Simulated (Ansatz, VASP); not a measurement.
# GaCuSe2: VASP beside Ansatz

Aim: how closely do two programs agree when they are given the same cell, functional and k mesh? Of the first pair: The structure shown is the start of the Ansatz relaxation below; VASP solves that cell, so the two are compared at the walk's first step.

Main program and level: Ansatz 0.2.0; plane waves, with VASP 6.6.1 beside it; single point at LDA.

## 1. Set-up

Symmetry: I-42d, No. 122, tetragonal system. Conventional cell: a = 5.545 Å, b = 5.545 Å, c = 11.033 Å, α = 90.00°, β = 90.00°, γ = 90.00°. Cu has 4 Se at 2.37 Å nearest. Ga has 4 Se at 2.43 Å nearest. Nearest to Se lie 2 Cu at 2.37 Å and 2 Ga at 2.43 Å. Farther neighbours and most contacts between anions are not listed.

## 2. Ansatz: relaxation, LDA

Ansatz runs on its PAW soft_1 files.

The two programs are compared at the cell with which this relaxation starts, whose forces are those of its first step.

Contents of input.yaml:

```yaml
crystal:
  lattice:
    - [-2.7723463393, 2.7723463393, 5.516706345]
    - [2.7723463393, -2.7723463393, 5.516706345]
    - [2.7723463393, 2.7723463393, -5.516706345]
  atoms:
    - { symbol: Cu, position: [0.0, 0.0, 0.0] }
    - { symbol: Cu, position: [0.75, 0.25, 0.5] }
    - { symbol: Ga, position: [0.5, 0.5, 0.0] }
    - { symbol: Ga, position: [0.25, 0.75, 0.5] }
    - { symbol: Se, position: [0.375, 0.3659205886, 0.4909205886] }
    - { symbol: Se, position: [0.6340794114, 0.125, 1.0090794114] }
    - { symbol: Se, position: [0.875, 0.8840794114, 0.5090794114] }
    - { symbol: Se, position: [0.1159205886, 0.625, -0.0090794114] }
kpoints:
  mp_grid: { grid: [8, 8, 8] }
hamiltonian:
  xc: lda
  pseudopotentials: { kind: paw, azcp: { folder: soft_1 }, xc_functional: pbe }
scf:
  occupations: { method: gaussian, width: 0.01 }
output:
  forces: true
  stress: true
  eigenvalues: true
relax:
  adjacent_minimum: "off"
  f_tol: 0.001
  max_steps: 60
  cell: { stress_tol: 0.01, fix: [volume] }
```

Command:

```
ansatz run input.yaml --threads 4 --pin off --max-ram 16384MiB --backend cpu --events-out ev --progress --plain --runs-dir out
```

Numbers of over 12 decimals in the logs are rounded to 6 here.

The program printed:

```text
Engine: ansatz 0.2.0, x86_64-unknown-linux-gnu
Pseudopotentials: kind: paw
Pseudopotential: Cu, paw, valence charge 19, recommended cutoff 420 eV (normal), soft_1/Cu.paw.azcp
Pseudopotential: Ga, paw, valence charge 13, recommended cutoff 420 eV (normal), soft_1/Ga.paw.azcp
Pseudopotential: Se, paw, valence charge 16, recommended cutoff 420 eV (normal), soft_1/Se.paw.azcp
Functional definition: SPW92
  exchange = slater_x
  correlation = pw_c
Crystal: 8 atoms, lattice volume = 169.604 Å³
Basis set: ecut = 420 eV, 3355 PW (Γ)
Bands: 77, of which v1, the nominal top of the filled ones, is band 64 counted from 1 (63 counted from 0)
Symmetry: 8 space group operations
Space group: I-42d (ITA 122), of the structure as read, at distance tolerance 5.5e-5 Å
k-points: 59 of 512 (time reversal used)
Non-local potential: Cu, projectors of the file, l = 0: 3, l = 1: 2, l = 2: 3, l = 3: 1
Non-local potential: Ga, projectors of the file, l = 0: 2, l = 1: 2, l = 2: 3, l = 3: 1
Non-local potential: Se, projectors of the file, l = 0: 2, l = 1: 2, l = 2: 3, l = 3: 1
PAW form: soft (Blöchl's): semilocal exchange-correlation on the pseudo side does not see the compensation charge
PAW frozen core: Cu, regenerated for the run's functional, and the local potential with it (the file was generated under x = pbe(κ = 0.804, μ = 0.219515), c = pbe(β = 0.066725))
PAW frozen core: Ga, regenerated for the run's functional, and the local potential with it (the file was generated under x = pbe(κ = 0.804, μ = 0.219515), c = pbe(β = 0.066725))
PAW frozen core: Se, regenerated for the run's functional, and the local potential with it (the file was generated under x = pbe(κ = 0.804, μ = 0.219515), c = pbe(β = 0.066725))
PAW one-centre angular grid: Cu, 590 points (default); XC on 64 Gauss nodes
PAW one-centre angular grid: Ga, 590 points (default); XC on 64 Gauss nodes
PAW one-centre angular grid: Se, 590 points (default); XC on 64 Gauss nodes
Initial density: superposition of atomic densities (chi_scale 0.1, normalization cell, long waves kept (reshape's long-wave potential 0.00 eV rms))
Initial wavefunctions: pseudopotential atomic-orbital guess
Functional: x = slater, c = lda
SCF iter   1: F=—  HF=-42063.206593 eV  |F-HF|=—  |Δ(HF+E_count)|=         —  Δρ=5.03e-2  dr2=3.36e0  ethr=3.10e-3  ⟨swp⟩=5.6  Hψ=15275  notcnv=0
preconditioner: auto → Resta (q_TF=auto, 2.603 Å⁻¹)  ε∞=4.5  [insulator: Δε(μ)=0.352 eV  Ē_g=12.979 eV  σ=0.010 eV  W_gap=1.00  n_scr=60 (ndim 8)  ℏωp=24.2 eV  f_vac=0.043  D(μ)=0.00/eV (n_scr^D=0)  ε∞_Penn≈4.5]
SCF iter   2: F=—  HF=-42062.429008 eV  |F-HF|=—  |Δ(HF+E_count)|=   7.78e-1  Δρ=3.61e-2  dr2=1.19e0  ethr=2.63e-3  ⟨swp⟩=3.1  Hψ=7734  notcnv=0  defer=412
SCF iter   3: F=—  HF=-42062.347649 eV  |F-HF|=—  |Δ(HF+E_count)|=   8.14e-2  Δρ=2.56e-2  dr2=8.50e-1  ethr=9.30e-4  ⟨swp⟩=2.1  Hψ=9404  notcnv=0  defer=402
SCF iter   4: F=—  HF=-42062.109944 eV  |F-HF|=—  |Δ(HF+E_count)|=   2.38e-1  Δρ=1.09e-2  dr2=1.24e-1  ethr=6.64e-4  ⟨swp⟩=2.6  Hψ=8229  notcnv=0  defer=402
SCF iter   5: F=—  HF=-42062.100206 eV  |F-HF|=—  |Δ(HF+E_count)|=   9.74e-3  Δρ=3.13e-3  dr2=1.10e-2  ethr=9.69e-5  ⟨swp⟩=2.0  Hψ=7742  notcnv=0  defer=404
SCF iter   6: F=—  HF=-42062.096728 eV  |F-HF|=—  |Δ(HF+E_count)|=   3.48e-3  Δρ=9.08e-4  dr2=1.58e-3  ethr=8.59e-6  ⟨swp⟩=2.0  Hψ=6626  notcnv=0  defer=404
SCF iter   7: F=—  HF=-42062.097055 eV  |F-HF|=—  |Δ(HF+E_count)|=   3.27e-4  Δρ=4.94e-4  dr2=3.60e-4  ethr=1.23e-6  ⟨swp⟩=2.0  Hψ=7806  notcnv=0  defer=404
SCF iter   8: F=—  HF=-42062.096931 eV  |F-HF|=—  |Δ(HF+E_count)|=   1.24e-4  Δρ=2.18e-4  dr2=4.82e-5  ethr=2.81e-7  ⟨swp⟩=2.0  Hψ=7443  notcnv=0  defer=404
SCF iter   9: F=—  HF=-42062.096895 eV  |F-HF|=—  |Δ(HF+E_count)|=   3.63e-5  Δρ=4.59e-5  dr2=2.24e-6  ethr=3.77e-8  ⟨swp⟩=2.0  Hψ=5265  notcnv=0  defer=404
SCF iter  10: F=—  HF=-42062.096896 eV  |F-HF|=—  |Δ(HF+E_count)|=   8.24e-7  Δρ=1.35e-5  dr2=2.05e-7  ethr=1.75e-9  ⟨swp⟩=2.0  Hψ=6050  notcnv=0  defer=404
SCF iter  11: F=-42062.096896 eV  HF=-42062.096896 eV  |F-HF|=3.31e-9  |Δ(HF+E_count)|=   4.61e-9  Δρ=1.63e-6  dr2=3.73e-9  ethr=7.81e-11  ⟨swp⟩=10.0  Hψ=21311  notcnv=0
SCF 1 converged in 11 iterations: F = -42062.096896 eV  dr2 = 3.73e-9
  greatest PAW one-centre occupation: 1.000 electrons in one spin orbital (limit 2), on the Cu atom at site 1 (counted from 0), in its partial waves of l = 0
relax step   1: F+E_penalty+E_count = -42062.09689582 eV  Δ(F+E_penalty+E_count) = +0.000e0 eV  max|allowed force component| = 1.070e-2 eV/Å  Δτ_max = 0.0000 Å  P = -1.474 GPa  Ω = 169.604 Å³  fix = [volume]  reactions: volume -1.474 GPa  (11 SCF iters, dr2 threshold 1.00e-7 eV, accepted)
[...]
relax step   3: F+E_penalty+E_count = -42062.09692015 eV  Δ(F+E_penalty+E_count) = -2.407e-6 eV  max|allowed force component| = 1.022e-4 eV/Å  Δτ_max = 0.0003 Å  P = -1.471 GPa  Ω = 169.604 Å³  energy of the carried Pulay correction = -2.059e-17 eV  fix = [volume]  reactions: volume -1.471 GPa  (6 SCF iters, dr2 threshold 7.18e-10 eV, accepted)
[...]
relax step   4: F+E_penalty+E_count = -42062.09691583 eV  Δ(F+E_penalty+E_count) = +4.319e-6 eV  max|allowed force component| = 9.958e-5 eV/Å  Δτ_max = 0.0000 Å  P = -1.471 GPa  Ω = 169.604 Å³  fix = [volume]  reactions: volume -1.471 GPa  stress off target by 1.09e-3 GPa on what of the cell is left free  SCF on the basis re-selected at this cell (its energy is not comparable with the rows above)  (6 SCF iters)
basis re-selected at this cell: Δ(F+E_penalty+E_count) = +4.319e-6 eV, ΔP = +0.000 GPa vs the last step (what re-selecting the basis moved, of the pressure what is left beyond the Pulay correction that the steps carried, after the strain that the cell walked since its last selection, with what the two solves' SCF thresholds leave and, on support functions, any second-order correction that the steps lacked; it is no m [...]
SCF converged after 6 iterations
Free energy (F): -42062.096916 eV
Harris-Foulkes:  -42062.096916 eV  (|F-HF|=0.00e0)
Internal energy: -42062.096916 eV  (E = F + TS)
E sigma→0 (E₀):  -42062.096916 eV
Fermi energy:    8.622481 eV
--- Per-component energies (eV) ---
  E_band       = -2665.537083
  E_kinetic    = 1195.746545
  E_local      = -25582.559410  (includes V_loc(G=0)·N_el)
  E_nonlocal   = 216.499567
  E_hartree    = 12628.036011
  E_xc         = -602.152218
  E_vxc        = -652.723376  (∫ρ·V_xc dr)
  E_paw        = -15514.764878  (= ΣΔE_a)
  E_vpaw       = -3098.572199  (= ΣTr[D̂ρ^β])
  E_aug_tail   = -0.000255  (compensation charges beyond the density's cutoff)
  E_ewald      = -14416.128002
  E_core_change = 13.225724  (= ΣΔE_core)
  E_smearing   = -0.000000  (= −TS)
  E_closure    = 0.000000  (closes the sum)
  Σ components = -42062.096916   (vs F -42062.096916, Δ=0.00e0)
--- Forces (eV/Å), atoms counted from 1 ---
  atom   1  Cu     0.00000000    -0.00000000    -0.00000000
  atom   2  Cu     0.00000000    -0.00000000    -0.00000000
  atom   3  Ga    -0.00000000     0.00000000    -0.00000000
  atom   4  Ga    -0.00000000     0.00000000    -0.00000000
  atom   5  Se     0.00009958     0.00000000    -0.00000000
  atom   6  Se     0.00000000    -0.00009958    -0.00000000
  atom   7  Se    -0.00009958    -0.00000000    -0.00000000
  atom   8  Se    -0.00000000     0.00009958    -0.00000000
  max |Σ_I F_I| component: 2.31e-17 eV/Å
--- Stress (GPa, compression-positive) ---
       -1.470781      -0.000000       0.000000
       -0.000000      -1.470781      -0.000000
        0.000000      -0.000000      -1.472413
  P = ⅓ Tr σ = -1.4713 GPa (-14.713 kbar)
--- Band table (eV; the first three rows and the last of 59) ---
  k-point 0: bands = [... 60 lower, 6.7667, 8.4905, 8.4905, 8.5777, 8.6673, 10.3356, 10.6424, 12.4641, ... 9 higher]
  k-point 1: bands = [... 60 lower, 6.8782, 7.5651, 8.3283, 8.4467, 9.6018, 10.5417, 11.1645, 12.2927, ... 9 higher]
  k-point 2: bands = [... 60 lower, 7.0612, 7.1522, 7.8378, 8.3195, 10.1948, 10.6222, 11.6971, 12.0872, ... 9 higher]
  k-point 58: bands = [... 60 lower, 7.2239, 7.2239, 7.5470, 7.5470, 10.2532, 10.2532, 10.3316, 10.3316, ... 9 higher]
--- Relaxed structure (3 steps of the walk, 3 accepted, 1 SCFs on fresh bases) ---
  F+E_penalty+E_count = -42062.09691583 eV   max|allowed force component| = 9.958e-5 eV/Å   (the final SCF, on the basis selected at the relaxed cell)
  cell:  # Å, volume = 169.6035 Å³
    - [-2.772111, 2.772111, 5.517641]
    - [2.772111, -2.772111, 5.517641]
    - [2.772111, 2.772111, -5.517641]
  atoms:
    - { symbol: Cu, position: [0, 0, 0] }
    - { symbol: Cu, position: [0.75, 0.250000, 0.5] }
    - { symbol: Ga, position: [0.5, 0.5, 0] }
    - { symbol: Ga, position: [0.250000, 0.75, 0.5] }
    - { symbol: Se, position: [0.375, 0.366113, 0.491113] }
    - { symbol: Se, position: [0.633887, 0.125000, 1.008887] }
    - { symbol: Se, position: [0.875000, 0.883887, 0.508887] }
    - { symbol: Se, position: [0.116113, 0.625, -0.00888703] }
```

## 3. VASP: single point, LDA, start cell, pair 1

The same cell, functional (in two slightly different forms), mesh and smearing now go to VASP, with its own data sets.

Lines of VASP's logs that name or quote its potential files are left out, and so is its time.

Contents of INCAR:

```
SYSTEM = GaCuSe2
PREC = Accurate
ENCUT = 520
EDIFF = 1E-06
NELM = 120
ISMEAR = 0
SIGMA = 0.01
LREAL = .FALSE.
ALGO = Normal
GGA = CA
NBANDS = 44
LASPH = .TRUE.
LORBIT = 11
LWAVE = .FALSE.
LCHARG = .FALSE.
ISIF = 2
GGA_COMPAT = .FALSE.
KPAR = 2
```

Contents of POSCAR:

```
GaCuSe2
1.0
   -2.7723460000      2.7723460000      5.5167060000
    2.7723460000     -2.7723460000      5.5167060000
    2.7723460000      2.7723460000     -5.5167060000
Cu Ga Se
2 2 4
Direct
    0.0000000000      0.0000000000      0.0000000000
    0.7500000000      0.2500000000      0.5000000000
    0.5000000000      0.5000000000      0.0000000000
    0.2500000000      0.7500000000      0.5000000000
    0.3750000453      0.3659207313      0.4909206859
    0.6340794491      0.1249999547      0.0090794944
    0.8750000453      0.8840795397      0.5090794944
    0.1159205509      0.6250000453      0.9909205056
```

Contents of KPOINTS:

```
Automatic mesh
0
Gamma
8 8 8
0 0 0
```

PAW data sets: Cu, Ga_d and Se (LDA family, release 64).

Command:

```
mpirun -np 2 vasp_std
```

The program printed:

```text
[banner, memory and clock lines left out]
running    2 mpi-ranks, on    1 nodes
 distrk:  each k-point on    1 cores,    2 groups
 distr:  one band on    1 cores,    1 groups

 POSCAR found type information on POSCAR CuGaSe
 POSCAR found :  3 types and       8 ions
 LDA part: xc-table for (Slater(with rela. corr.)+CA(PZ))
 , standard interpolation
 POSCAR, INCAR and KPOINTS ok, starting setup
 FFT: planning ... GRIDC
 FFT: planning ... GRID_SOFT
 FFT: planning ... GRID
 WAVECAR not read
 entering main loop
       N       E                     dE             d eps       ncg     rms          rms(c)
DAV:   1     0.714725623010E+03    0.71473E+03   -0.31532E+04  5340   0.221E+03
DAV:   2     0.961871020928E+02   -0.61854E+03   -0.59924E+03  5264   0.571E+02
DAV:   3    -0.286050185364E+02   -0.12479E+03   -0.12087E+03  6336   0.217E+02
DAV:   4    -0.385335712277E+02   -0.99286E+01   -0.98067E+01  7404   0.600E+01
DAV:   5    -0.388132235246E+02   -0.27965E+00   -0.27880E+00  7288   0.112E+01    0.127E+01
DAV:   6    -0.388417106013E+02   -0.28487E-01   -0.35331E+01  7152   0.978E+01    0.922E+00
DAV:   7    -0.368757330510E+02    0.19660E+01   -0.86203E+00  6828   0.708E+01    0.370E+00
DAV:   8    -0.370620098603E+02   -0.18628E+00   -0.36052E+00  7916   0.227E+01    0.300E+00
DAV:   9    -0.369385562381E+02    0.12345E+00   -0.95189E-01  7404   0.176E+01    0.399E-01
DAV:  10    -0.369409488362E+02   -0.23926E-02   -0.57008E-02  7856   0.366E+00    0.197E-01
DAV:  11    -0.369410878207E+02   -0.13898E-03   -0.94998E-03  7664   0.155E+00    0.101E-01
DAV:  12    -0.369409577518E+02    0.13007E-03   -0.12170E-03  7932   0.695E-01    0.952E-03
DAV:  13    -0.369409652093E+02   -0.74574E-05   -0.87704E-05  7804   0.863E-02    0.116E-02
DAV:  14    -0.369409654768E+02   -0.26757E-06   -0.28467E-05  5716   0.101E-01    0.757E-03
DAV:  15    -0.369409642806E+02    0.11963E-05   -0.85277E-06  5528   0.671E-02    0.156E-03
DAV:  16    -0.369409643336E+02   -0.53019E-07   -0.95068E-07  3416   0.125E-02
   1 F= -.36940964E+02 E0= -.36940964E+02  d E =-.449184E-23
```

OUTCAR, selected parts (step 3):

```text
ion  position               nearest neighbor table
   1  0.000  0.000  0.000-   8 2.37   7 2.37   6 2.37   5 2.37
   2  0.750  0.250  0.500-   6 2.37   7 2.37   5 2.37   8 2.37
   3  0.500  0.500  0.000-   5 2.43   8 2.43   7 2.43   6 2.43
   4  0.250  0.750  0.500-   5 2.43   6 2.43   7 2.43   8 2.43
   5  0.375  0.366  0.491-   2 2.37   1 2.37   4 2.43   3 2.43
   6  0.634  0.125  0.009-   2 2.37   1 2.37   4 2.43   3 2.43
   7  0.875  0.884  0.509-   2 2.37   1 2.37   4 2.43   3 2.43
   8  0.116  0.625  0.991-   1 2.37   2 2.37   3 2.43   4 2.43

  LATTYP: Found a body centered tetragonal cell.
 ALAT       =     5.5446920000
 C/A-ratio  =     1.9899053004

 Subroutine GETGRP returns: Found  8 space group operations
 (whereof  4 operations were pure point group operations)

The static configuration has the point symmetry S_4 .
 The point group associated with its full space group is D_2d.

 Found     59 irreducible k-points:

   k-points           NKPTS =     59   k-points in BZ     NKDIM =     59   number of bands    NBANDS=     44

   dimension x,y,z NGX =    50 NGY =   50 NGZ =   50
   dimension x,y,z NGXF=   100 NGYF=  100 NGZF=  100

   ENCUT  =  520.0 eV  38.22 Ry    6.18 a.u.  12.58 12.58 12.58*2*pi/ulx,y,z

   NELECT =      72.0000    total number of electrons

 k-points in reciprocal lattice and weights: Automatic mesh
   0.00000000  0.00000000  0.00000000       0.002
   0.12500000  0.00000000  0.00000000       0.016
   0.25000000  0.00000000  0.00000000       0.016
   0.37500000  0.00000000  0.00000000       0.016
   0.50000000  0.00000000  0.00000000       0.008
   0.12500000  0.12500000  0.00000000       0.016
   0.25000000  0.12500000  0.00000000       0.031
   0.37500000  0.12500000  0.00000000       0.031
   0.50000000  0.12500000 -0.00000000       0.031
[...]
-0.37500000 -0.37500000  0.37500000       0.004
   0.50000000  0.50000000  0.50000000       0.002

 average (electrostatic) potential at core
       1 -67.2328       2 -67.2328       3 -67.7573       4 -67.7573       5 -60.6471
       6 -60.6471       7 -60.6471       8 -60.6471

 E-fermi :   4.2547

 k-point     1 :       0.0000    0.0000    0.0000
  band No.  band energies     occupation
    ...
     32       2.2625      2.00000
     33       2.3564      2.00000
     34       4.0983      2.00000
     35       4.0983      2.00000
     36       4.1845      2.00000
     37       4.3198      0.00000
     38       5.9464      0.00000
     39       6.2552      0.00000
     40       8.0755      0.00000
     41       8.0755      0.00000
    ...

 k-point     2 :       0.1250    0.0000    0.0000
  band No.  band energies     occupation
    ...
     32       2.3753      2.00000
     33       2.4045      2.00000
     34       3.4118      2.00000
     35       3.9344      2.00000
     36       4.0941      2.00000
     37       5.0809      0.00000
     38       6.1990      0.00000
     39       6.4257      0.00000
     40       7.7959      0.00000
     41       7.9062      0.00000
    ...

 k-point     3 :       0.2500    0.0000    0.0000
  band No.  band energies     occupation
    ...
     32       2.4508      2.00000
     33       2.4907      2.00000
     34       2.9667      2.00000
     35       3.5315      2.00000
     36       3.9050      2.00000
     37       5.7604      0.00000
     38       6.5730      0.00000
     39       6.9290      0.00000
     40       7.3986      0.00000
     41       7.6057      0.00000
    ...

  Total       -1.2563159     -1.2563159     -1.2483401      0.0000000     -0.0000000      0.0000000
  in kB      -11.8679240    -11.8679240    -11.7925794      0.0000000     -0.0000000      0.0000000
  external PRESSURE =     -11.8428091 kB  Pullay stress =       0.0000000 kB

  energy-cutoff  :      520.00
  volume of cell :      169.60
      direct lattice vectors                 reciprocal lattice vectors
    -2.772346000  2.772346000  5.516706000     0.000000000  0.180352669  0.090633795
     2.772346000 -2.772346000  5.516706000     0.180352669  0.000000000  0.090633795
     2.772346000  2.772346000 -5.516706000     0.180352669  0.180352669  0.000000000

 POSITION                                       TOTAL-FORCE (eV/Angst)
 -----------------------------------------------------------------------------------
      0.00000      0.00000      0.00000         0.000000     -0.000000      0.000000
      0.00000      2.77235      2.75835         0.000000     -0.000000      0.000000
      0.00000      0.00000      5.51671        -0.000000     -0.000000     -0.000000
      2.77235      0.00000      2.75835        -0.000000     -0.000000     -0.000000
      1.33583      1.38617      1.37918         0.024476     -0.000000     -0.000000
     -1.38617      1.43652      4.13753         0.000000     -0.024476      0.000000
      1.43652      1.38617      6.89588        -0.024476     -0.000000      0.000000
      4.15852      1.33583     -1.37918         0.000000      0.024476     -0.000000
 -----------------------------------------------------------------------------------
    total drift:                               -0.000314      0.000003     -0.000317

  FREE ENERGIE OF THE ION-ELECTRON SYSTEM (eV)
  ---------------------------------------------------
  free  energy   TOTEN  =       -36.9409643336 eV

  energy  without entropy=      -36.9409643336  energy(sigma->0) =      -36.94096433

 total charge
# of ion       s       p       d       tot
------------------------------------------
    1        0.396   0.386   9.272  10.054
    2        0.396   0.386   9.272  10.054
    3        0.888   0.738  10.022  11.649
    4        0.888   0.738  10.022  11.649
    5        1.450   2.387   0.054   3.891
    6        1.450   2.387   0.054   3.891
    7        1.450   2.387   0.054   3.891
    8        1.450   2.387   0.054   3.891
--------------------------------------------------
tot          8.369  11.796  38.803  58.969

[... 3 further parts left out ...]
```

The run ends at a pressure of -1.18 GPa, with forces up to 0.024 eV/Å.

## 4. Comparison

Known differences besides the potentials themselves: the two LDA forms differ slightly; the data sets hold 128 valence electrons in Ansatz (on its PAW soft_1 files) and 72 in VASP; the cutoff is 420 eV in Ansatz and 520 eV in VASP; VASP's log shows a relativistic correction to its local exchange, Ansatz's none. Total energies have different zeros and are not compared.

At this near-relaxed geometry the largest component of a force difference is 14 meV/Å.

## 5. Ansatz: relaxation, LDA

This run makes the geometry at which the two programs are then compared.

The structure compared here is the end of the Ansatz relaxation.

input.yaml is that of step 2.

Command:

```
ansatz run input.yaml --threads 4 --pin off --max-ram 16384MiB --backend cpu --events-out ev --progress --plain --runs-dir out
```

The program printed:

```text
[...]
Crystal: 8 atoms, lattice volume = 169.604 Å³
Basis set: ecut = 420 eV, 3355 PW (Γ)
Bands: 77, of which v1, the nominal top of the filled ones, is band 64 counted from 1 (63 counted from 0)
Symmetry: 8 space group operations
[...]
k-points: 59 of 512 (time reversal used)
[...]
- [2.772111, 2.772111, -5.517641]
  atoms:
    - { symbol: Cu, position: [0, 0, 0] }
    - { symbol: Cu, position: [0.75, 0.250000, 0.5] }
    - { symbol: Ga, position: [0.5, 0.5, 0] }
    - { symbol: Ga, position: [0.250000, 0.75, 0.5] }
    - { symbol: Se, position: [0.375, 0.366113, 0.491113] }
    - { symbol: Se, position: [0.633887, 0.125000, 1.008887] }
    - { symbol: Se, position: [0.875000, 0.883887, 0.508887] }
    - { symbol: Se, position: [0.116113, 0.625, -0.00888703] }
[key lines of the parts left out:]
SCF converged after 6 iterations
Free energy (F): -42062.096916 eV
Fermi energy:    8.622481 eV
P = ⅓ Tr σ = -1.4713 GPa (-14.713 kbar)
```

(Part 1 of 2 ends here.)

[Lines on the potential files, build, host, timing and source positions are cut from VASP's logs without a mark.]

[Logs are printed without paths, hosts, clocks, repeated set-up lines and the standing remarks that a program may print on its own settings, such as how far it seeks lower states.]

[Hosts, paths, dates, database ids (printed as entryN), source tags and the programs' standing remarks are cut or masked in the printed files.]
